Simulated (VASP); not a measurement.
OSZICAR of a VASP run on CsPbBr3 (cubic perovskite):

OSZICAR:
```
       N       E                     dE             d eps       ncg     rms          rms(c)
DAV:   1     0.406506529723E+03    0.40651E+03   -0.19117E+04   520   0.153E+03
DAV:   2     0.287226298642E+02   -0.37778E+03   -0.36940E+03   638   0.342E+02
DAV:   3    -0.166441881824E+02   -0.45367E+02   -0.44962E+02   642   0.126E+02
DAV:   4    -0.182018443743E+02   -0.15577E+01   -0.15539E+01   644   0.297E+01
DAV:   5    -0.182585730940E+02   -0.56729E-01   -0.56660E-01   676   0.479E+00    0.489E+00
DAV:   6    -0.178387910585E+02    0.41978E+00   -0.81409E-01   756   0.928E+00    0.297E+00
DAV:   7    -0.177887854380E+02    0.50006E-01   -0.39777E-01   770   0.401E+00    0.957E-01
DAV:   8    -0.177869000912E+02    0.18853E-02   -0.52897E-02   722   0.201E+00    0.170E-01
DAV:   9    -0.177859759873E+02    0.92410E-03   -0.68842E-03   758   0.720E-01    0.890E-02
DAV:  10    -0.177859706436E+02    0.53436E-05   -0.52899E-04   682   0.164E-01    0.228E-02
DAV:  11    -0.177859749367E+02   -0.42931E-05   -0.60978E-05   786   0.609E-02    0.115E-02
DAV:  12    -0.177859747082E+02    0.22848E-06   -0.71318E-06   696   0.326E-02    0.559E-03
DAV:  13    -0.177859741706E+02    0.53764E-06   -0.19637E-06   782   0.152E-02    0.252E-03
DAV:  14    -0.177859741473E+02    0.23244E-07   -0.38842E-07   586   0.518E-03
   1 F= -.17785974E+02 E0= -.17785974E+02  d E =-.896826E-12
```

Task: Which electronic solver shows in the log?

Result: It is blocked Davidson (ALGO = Normal, or the opening steps of other solvers). The INCAR had ALGO = Normal.

Task: Can the final energy be trusted as converged?

Result: The run converged. It stopped with EDIFF = 1E-7, NELM = 100 (LDA (Ceperley-Alder, Perdew-Zunger), plane waves, VASP's LDA PAW potentials (set 64)).

The compound is CsPbBr3 in the cubic perovskite structure, the ideal cubic form; the compound distorts at low or room temperature. This cell is one point of a volume scan, at 0.97 of the reference volume.
